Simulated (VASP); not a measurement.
The input files of a VASP run:

**INCAR**
```
ALGO=Normal
LMAXMIX=4   ! l cut-off of mixed one-centre charges
GGA=MK
LEFG=.TRUE.
ISIF=2   ! forces and stress, cell fixed
LWAVE=.FALSE.
PARAM1=0.1234568
NEDOS=601
LORBIT=11
ENCUT=520   ! plane-wave cut-off (eV)
LCHARG=.TRUE.
ISMEAR=-5   ! tetrahedra, Bloechl
LASPH=.TRUE.   ! aspherical one-centre terms
SYSTEM=BaTiO3
NELM=100   ! most electronic steps
LREAL=.FALSE.
AGGAC=0.0
PARAM2=0.7114
PREC=Accurate
EDIFF=1E-7
ZAB_VDW=-1.8867
LUSE_VDW=.TRUE.
```

### POSCAR
```
BaTiO3
1
    4.0090653473     0.0000000000    -0.0000000000
    0.0000000000     4.0090653473    -0.0000000000
    0.0000000000    -0.0000000000     4.0090653473
Ba Ti O
1 1 3
Direct
  0.0000000000   0.0000000000   0.0000000000
  0.5000000000   0.5000000000   0.5000000000
  0.5000000000   0.0000000000   0.5000000000
  0.0000000000   0.5000000000   0.5000000000
  0.5000000000   0.5000000000   0.0000000000
```

### KPOINTS
```
Automatic mesh
0
Gamma
6 6 6
0 0 0
```

POTCAR, in this order: Ba_sv Ti_sv O (PBE.64 set). Program: vasp_std.

Write an equivalent input for Quantum ESPRESSO's pw.x.

One equivalent input (not run):
```
&CONTROL
  calculation = 'scf'
  pseudo_dir = './pseudo'
  outdir = './out'
  tprnfor = .true.
  tstress = .true.
/
&SYSTEM
  ibrav = 0
  nat = 5
  ntyp = 3
  ecutwfc = 84
  occupations = 'tetrahedra'
  input_dft = 'vdw-df2-b86r'
/
&ELECTRONS
  conv_thr = 7.3e-09
  electron_maxstep = 100
/
ATOMIC_SPECIES
  Ba 137.327 Ba.upf
  Ti 47.867 Ti.upf
  O 15.999 O.upf
CELL_PARAMETERS angstrom
     4.0090653    0.0000000   -0.0000000
     0.0000000    4.0090653   -0.0000000
     0.0000000   -0.0000000    4.0090653
ATOMIC_POSITIONS crystal
  Ba   0.0000000  0.0000000  0.0000000
  Ti   0.5000000  0.5000000  0.5000000
  O    0.5000000  0.0000000  0.5000000
  O    0.0000000  0.5000000  0.5000000
  O    0.5000000  0.5000000  0.0000000
K_POINTS automatic
  6 6 6 0 0 0
```
The two are equivalent in intent, not identical: the potentials are each code's own (VASP's PAW set, PseudoDojo norm-conserving files in pw.x), so ENCUT and ecutwfc are chosen apart and not converted; conv_thr bounds pw.x's estimated SCF error, while EDIFF bounds the energy change between steps; the field gradients of LEFG aren't asked of the other code.

The compound is BaTiO3 in the cubic perovskite structure, the ideal cubic form; the compound distorts at low or room temperature. It was relaxed first.
